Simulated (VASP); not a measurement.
# Nb2SiO2 (I4/mmm) in VASP: density of states with PBE

Aim: the density of states of Nb2SiO2 with PBE.

Program: VASP 6.6.1. These are calculated values, not measurements. Logs are shortened: lines on timing, memory, paths and dates and some standing lists are left out, and cuts for length are marked.

## (1) Starting point

Symmetry: I4/mmm, No. 139, tetragonal system. Conventional cell: a = 3.451 Å, b = 3.451 Å, c = 10.737 Å, α = 90.00°, β = 90.00°, γ = 90.00°. Around Nb (site symmetry 4mm) lie 4 O at 2.13 Å. Around Si (site symmetry 4/mmm) lie 8 Nb at 2.83 Å and 8 O at 3.19 Å. O (site symmetry -4m2) has 4 Nb at 2.13 Å and 4 O at 2.44 Å as nearest neighbours.

The cell was built by a generator and needn't be a form met in nature.

## (2) Density of states, PBE

Input file POSCAR:

```
Nb2SiO2
1.0
   -1.7254900000      1.7254900000      5.3683200000
    1.7254900000     -1.7254900000      5.3683200000
    1.7254900000      1.7254900000     -5.3683200000
Nb Si O
2 1 2
Direct
    0.3662700000      0.3662700000      0.0000000000
    0.6337300000      0.6337300000      0.0000000000
    0.0000000000      0.0000000000      0.0000000000
    0.7500000000      0.2500000000      0.5000000000
    0.2500000000      0.7500000000      0.5000000000
```

Input file INCAR.step1:

```
  PREC = Accurate
  ENCUT = 520
  EDIFF = 1E-7
  ISMEAR = 0
  SIGMA = 0.1
  LREAL = F
  LASPH = T
  NELM = 80
  ALGO = Fast
  ISIF = 2
  LWAVE = F
  LCHARG = T
  LMAXMIX = 4
  GGA = PE
  NBANDS = 29
  KPAR = 4
```

Input file KPOINTS.step1:

```
Automatic mesh
0
Gamma
  12 12 12
```

Input file INCAR.step2:

```
  PREC = Accurate
  ENCUT = 520
  EDIFF = 1E-7
  ISMEAR = -5
  SIGMA = 0.1
  LREAL = F
  LASPH = T
  NELM = 80
  ALGO = Fast
  ISIF = 2
  LWAVE = F
  LCHARG = F
  LMAXMIX = 4
  GGA = PE
  LORBIT = 10
  NBANDS = 29
  KPAR = 4
  NEDOS = 1001
  ICHARG = 11
```

Input file KPOINTS.step2:

```
Automatic mesh
0
Gamma
  18 18 18
```

Potentials or basis: VASP PAW PBE potentials, release 64 (Nb_sv, Si, O).

Launch:

```console
cat potpaw_PBE.64/Nb_sv/POTCAR potpaw_PBE.64/Si/POTCAR potpaw_PBE.64/O/POTCAR > POTCAR
cp INCAR.step1 INCAR
cp KPOINTS.step1 KPOINTS
mpirun -np 4 vasp_std > vasp.out
cp INCAR.step2 INCAR
cp KPOINTS.step2 KPOINTS
mpirun -np 4 vasp_std > vasp.out
```

OUTCAR:

```text
PREC = Accurate
   ENCUT = 520
   EDIFF = 1E-7
   ISMEAR = -5
   LREAL = F
   LASPH = T
   NELM = 80
   ISIF = 2
   GGA = PE
   LORBIT = 10
   ICHARG = 11

 ion  position               nearest neighbor table
   1  0.366  0.366  0.000-   5 2.13   4 2.13   4 2.13   5 2.13   3 2.83   3 2.83   3 2.83   3 2.83
                             2 2.87
   2  0.634  0.634  0.000-   5 2.13   4 2.13   4 2.13   5 2.13   3 2.83   3 2.83   3 2.83   3 2.83
                             1 2.87
   3  0.000  0.000  0.000-   2 2.83   2 2.83   2 2.83   1 2.83   2 2.83   1 2.83   1 2.83   1 2.83

   4  0.750  0.250  0.500-   1 2.13   2 2.13   1 2.13   2 2.13
   5  0.250  0.750  0.500-   1 2.13   2 2.13   1 2.13   2 2.13

  LATTYP: Found a body centered tetragonal cell.
 ALAT       =     3.4509800000
 C/A-ratio  =     3.1111858081

  Lattice vectors:

 A1 = (  -1.7254900000,   1.7254900000,   5.3683200000)
 A2 = (   1.7254900000,  -1.7254900000,   5.3683200000)
 A3 = (   1.7254900000,   1.7254900000,  -5.3683200000)

Analysis of symmetry for initial positions (statically):
=====================================================================
 Subroutine PRICEL returns:
 Original cell was already a primitive cell.

 Routine SETGRP: Setting up the symmetry group for a
 body centered tetragonal supercell.

 Subroutine GETGRP returns: Found 16 space group operations
 (whereof 16 operations were pure point group operations)
 out of a pool of 16 trial point group operations.

The static configuration has the point symmetry D_4h.

Analysis of symmetry for dynamics (positions and initial velocities):
=====================================================================
 Subroutine PRICEL returns:
 Original cell was already a primitive cell.

 Routine SETGRP: Setting up the symmetry group for a
 body centered tetragonal supercell.

 Subroutine GETGRP returns: Found 16 space group operations
 (whereof 16 operations were pure point group operations)
 out of a pool of 16 trial point group operations.

The dynamic configuration has the point symmetry D_4h.

 Subroutine INISYM returns: Found 16 space group operations
 (whereof 16 operations are pure point group operations),
 and found     1 'primitive' translations

----------------------------------------------------------------------------------------

                                     Primitive cell

  volume of cell :      63.9327

  direct lattice vectors                    reciprocal lattice vectors
    -1.725490000  1.725490000  5.368320000     0.000000000  0.289772760  0.093139008
     1.725490000 -1.725490000  5.368320000     0.289772760  0.000000000  0.093139008
     1.725490000  1.725490000 -5.368320000     0.289772760  0.289772760  0.000000000

  length of vectors
     5.896905214  5.896905214  5.896905214     0.304373336  0.304373336  0.409800567

  position of ions in fractional coordinates (direct lattice)
     0.366270000  0.366270000  0.000000000
     0.633730000  0.633730000  0.000000000
     0.000000000  0.000000000  0.000000000
     0.750000000  0.250000000  0.500000000
     0.250000000  0.750000000  0.500000000

  ion indices of the primitive-cell ions
   primitive index   ion index
                 1           1
                 2           2
                 3           3
                 4           4
                 5           5

----------------------------------------------------------------------------------------

 KPOINTS: Automatic mesh

Automatic generation of k-mesh.
 Grid dimensions read from file:
 generate k-points for:   18   18   18

 Generating k-lattice:

  Cartesian coordinates                     Fractional coordinates (reciprocal lattice)
     0.000000000  0.016098487  0.005174389     0.055555556  0.000000000 -0.000000000
     0.016098487  0.000000000  0.005174389     0.000000000  0.055555556 -0.000000000
     0.016098487  0.016098487  0.000000000     0.000000000  0.000000000  0.055555556

  Length of vectors
     0.016909630  0.016909630  0.022766698

  Shift w.r.t. Gamma in fractional coordinates (k-lattice)
     0.000000000  0.000000000  0.000000000

 TETIRR: Found   7414 inequivalent tetrahedra from    34992

 Subroutine IBZKPT returns following result:
 ===========================================

 Found    480 irreducible k-points:

 Following reciprocal coordinates:
            Coordinates               Weight
  0.000000  0.000000  0.000000      1.000000
  0.055556  0.000000  0.000000      8.000000
  0.111111  0.000000  0.000000      8.000000
  0.166667  0.000000 -0.000000      8.000000
  0.222222 -0.000000  0.000000      8.000000
  0.277778 -0.000000  0.000000      8.000000
[... 16 lines left out ...]
 -0.277778  0.055556 -0.000000     16.000000
 -0.222222  0.055556 -0.000000     16.000000
 [... further k-points ...]
   k-points           NKPTS =    480   k-points in BZ     NKDIM =    480   number of bands    NBANDS=     29
   number of dos      NEDOS =   1001   number of ions     NIONS =      5
   total plane-waves  NPLWV = 110592
   dimension x,y,z NGX =    48 NGY =   48 NGZ =   48
   dimension x,y,z NGXF=    96 NGYF=   96 NGZF=   96
   ions per type =               2   1   2
   NGX,Y,Z   is equivalent  to a cutoff of  13.53, 13.53, 13.53 a.u.
   NGXF,Y,Z  is equivalent  to a cutoff of  27.06, 27.06, 27.06 a.u.
 SYSTEM =  unknown system
   PREC   = accura    normal or accurate (medium, high low for compatibility)
   ISTART =      0    job   : 0-new  1-cont  2-samecut
   ICHARG =     11    charge: 1-file 2-atom 10-const
   ISPIN  =      1    spin polarized calculation?
   LNONCOLLINEAR =      F non collinear calculations
   LSORBIT =      F    spin-orbit coupling
   LASPH  =      T    aspherical Exc in radial PAW
   ENCUT  =  520.0 eV  38.22 Ry    6.18 a.u.  10.96 10.96 10.96*2*pi/ulx,y,z
   NELM   =     80;   NELMIN=  2; NELMDL=  0     # of ELM steps
   EDIFF  = 0.1E-06   stopping-criterion for ELM
   LREAL  =      F    real-space projection
   EDIFFG = 0.1E-05   stopping-criterion for IOM
   NSW    =      0    number of steps for IOM
   IBRION =     -1    ionic relax: 0-MD 1-quasi-New 2-CG
   NFREE  =      0    steps in history (QN), initial steepest desc. (CG)
   ISIF   =      2    stress and relaxation
   ISYM   =      2    0-nonsym 1-usesym 2-fastsym
   POTIM  = 0.5000    time-step for ionic-motion
   TEBEG  =    0.0;   TEEND  =   0.0 temperature during run
   PSTRESS=    0.0 pullay stress
   NELECT =      42.0000    total number of electrons
   NUPDOWN=      -1.0000    fix difference up-down
   EMIN   =  10.00;   EMAX   =-10.00  energy-range for DOS
   EFERMI =   0.00;   METHOD = LEGACY
   ISMEAR =    -5;   SIGMA  =   0.10  broadening in eV -4-tet -1-fermi 0-gaus
   EFERMI_NEDOS =   21; number of points for ismear=-14 and -15
   IALGO  =     68    algorithm
   IMIX   =      4    mixing-type and parameters
     AMIX     =   0.40;   BMIX     =  1.00
     AMIX_MAG =   1.60;   BMIX_MAG =  1.00
  volume/ion in A,a.u.               =      12.79        86.29
  Fermi-wavevector in a.u.,A,eV,Ry     =   1.423148  2.689360 27.556576  2.025351
  Thomas-Fermi vector in A             =   2.543777
   LORBIT       =     10    0 simple, 1 ext, 2 COOP (PROOUT), +10 PAW based schemes
   GGA     = PE    functional components
   LHFCALC =     F    Hartree Fock is set to
   AEXX    =    0.0000 exact exchange contribution
   IVDW    =     0    specifies the selected vdW correction
   LEPSILON=     F    determine dielectric tensor
   LRPA    =     F    only Hartree local field effects (RPA)
 non-spin polarized calculation
 RMM-DIIS sequential band-by-band and
 Fermi weights with tetrahedron method with Bloechl corrections
  energy-cutoff  :      520.00
  volume of cell :       63.93
 maximum number of plane-waves:      1752
 NGX is ok and might be reduce to    48

 number of electron      41.9999999 magnetization

 Free energy of the ion-electron system (eV)
  ---------------------------------------------------
  ext. energy  EPLUGINS =         0.00000000
  ---------------------------------------------------
  free energy    TOTEN  =       -43.09278265 eV

  energy without entropy =      -43.09278265  energy(sigma->0) =      -43.09278265

 E-fermi :  10.4240     XC(G=0): -12.1092

 val. band max:       10.4713997215   @ k =  -0.3889  -0.3889   0.2778
 cond. band min:      10.3491718673   @ k =  -0.1667  -0.1667   0.1667
 fundamental gap:     -0.1222278541
 Fermi energy:        10.4240463796

 k-point     1 :       0.0000    0.0000    0.0000
  band No.  band energies     occupation
      1     -45.5427      2.00000
      2     -45.4691      2.00000
      3     -21.8327      2.00000
      4     -21.5960      2.00000
      5     -21.5960      2.00000
      6     -21.5697      2.00000
[... 21 lines left out ...]
     28      14.3566      0.00000
     29      15.1185      0.00000

 k-point     2 :       0.0556    0.0000    0.0000
  band No.  band energies     occupation
      1     -45.5420      2.00000
      2     -45.4690      2.00000
      3     -21.8307      2.00000
      4     -21.6041      2.00000
      5     -21.5959      2.00000
      6     -21.5740      2.00000
[... 21 lines left out ...]
     28      14.4297      0.00000
     29      14.8570      0.00000

 k-point     3 :       0.1111    0.0000    0.0000
  band No.  band energies     occupation
      1     -45.5400      2.00000
      2     -45.4689      2.00000
      3     -21.8260      2.00000
      4     -21.6271      2.00000
      5     -21.5958      2.00000
      6     -21.5852      2.00000
[... 638 lines left out ...]
      5     -21.6140      2.00000
      6     -21.5954      2.00000
[... 21 lines left out ...]
     28      14.5659      0.00000
     29      14.7816      0.00000

 k-point    24 :      -0.2222    0.0556   -0.0000
  band No.  band energies     occupation
      1     -45.5329      2.00000
      2     -45.4677      2.00000
      3     -21.8293      2.00000
      4     -21.6998      2.00000
      5     -21.6138      2.00000
      6     -21.5961      2.00000
[... 21 lines left out ...]
     28      14.4748      0.00000
     29      14.7558      0.00000

 [... further k-points ...]

------------------------ aborting loop because EDIFF is reached ----------------------------------------

  FORCE on cell =-STRESS in cart. coord.  units (eV):
  Direction    XX          YY          ZZ          XY          YZ          ZX
  --------------------------------------------------------------------------------------
  -------------------------------------------------------------------------------------
  Total        0.0380066      0.0380066     -0.1760798      0.0000000      0.0000000     -0.0000000
  in kB        0.9524595      0.9524595     -4.4126234      0.0000000      0.0000000     -0.0000000
  external PRESSURE =      -0.8359015 kB  Pullay stress =       0.0000000 kB

 VOLUME and BASIS-vectors are now :
 -----------------------------------------------------------------------------
  energy-cutoff  :      520.00
  volume of cell :       63.93
      direct lattice vectors                 reciprocal lattice vectors
    -1.725490000  1.725490000  5.368320000     0.000000000  0.289772760  0.093139008
     1.725490000 -1.725490000  5.368320000     0.289772760  0.000000000  0.093139008
     1.725490000  1.725490000 -5.368320000     0.289772760  0.289772760  0.000000000

 POSITION                                       TOTAL-FORCE (eV/Angst)
 -----------------------------------------------------------------------------------
      0.00000      0.00000      3.93251        -0.000000     -0.000000      0.032274
      0.00000      0.00000      6.80413        -0.000000     -0.000000     -0.032274
      0.00000      0.00000      0.00000         0.000000      0.000000     -0.000000
     -0.00000      1.72549      2.68416         0.000000      0.000000     -0.000000
      1.72549     -0.00000      2.68416         0.000000      0.000000     -0.000000
 -----------------------------------------------------------------------------------
    total drift:                                0.000000      0.000000     -0.000000

  FREE ENERGIE OF THE ION-ELECTRON SYSTEM (eV)
  ---------------------------------------------------
  free  energy   TOTEN  =       -43.0927826525 eV

  energy  without entropy=      -43.0927826525  energy(sigma->0) =      -43.09278265

 total charge

# of ion       s       p       d       tot
------------------------------------------
    1        2.159   6.038   2.276  10.473
    2        2.159   6.038   2.276  10.473
    3        0.757   0.933   0.000   1.690
    4        1.566   3.513   0.000   5.079
    5        1.566   3.513   0.000   5.079
--------------------------------------------------
tot          8.208  20.036   4.551  32.795
```

Wall time 44 min (4 MPI ranks of Intel Xeon Platinum 8259CL at 2.50GHz (Skylake/Cascade Lake), shared host); peak memory 0.94 GiB.

What came out:

```yaml
Valence_electrons_inside_the_program's_atomic_spheres: Nb 10.47; Si 1.69; O 5.08
```

States per cell in windows of 1 eV (zero at the Fermi level; states under -8 eV left out):
```tsv
from (eV)	total	Nb1_d	Nb2_d	O4_p	O5_p	Si3_p	Si3_s
-8.0	2.29	0.16	0.16	0.50	0.50	0.01	0.06
-7.0	4.22	0.32	0.32	0.95	0.95	0.03	0.11
-6.0	2.75	0.15	0.15	0.71	0.71	0.02	0.08
-5.0	2.02	0.16	0.16	0.50	0.50	0.06	0.01
-4.0	2.69	0.19	0.19	0.51	0.51	0.19	0.01
-3.0	1.32	0.14	0.14	0.08	0.08	0.16	0.02
-2.0	2.87	0.45	0.45	0.12	0.12	0.38	0.01
-1.0	2.47	0.66	0.66	0.11	0.11	0.09	0.01
0.0	2.35	0.75	0.75	0.05	0.05	0.04	0.00
1.0	3.40	0.99	0.99	0.12	0.12	0.03	0.01
2.0	4.13	1.31	1.31	0.12	0.12	0.08	0.12
3.0	4.36	1.37	1.37	0.25	0.25	0.08	0.10
4.0	2.01	0.57	0.57	0.12	0.12	0.14	0.02
5.0	0.22	0.05	0.05	0.01	0.01	0.03	0.00
6.0	0.01	0.00	0.00	0.00	0.00	0.00	0.00
7.0	0.00	0.00	0.00	0.00	0.00	0.00	0.00
```

Caveat: tetrahedron occupations give inexact forces and stress in metals.
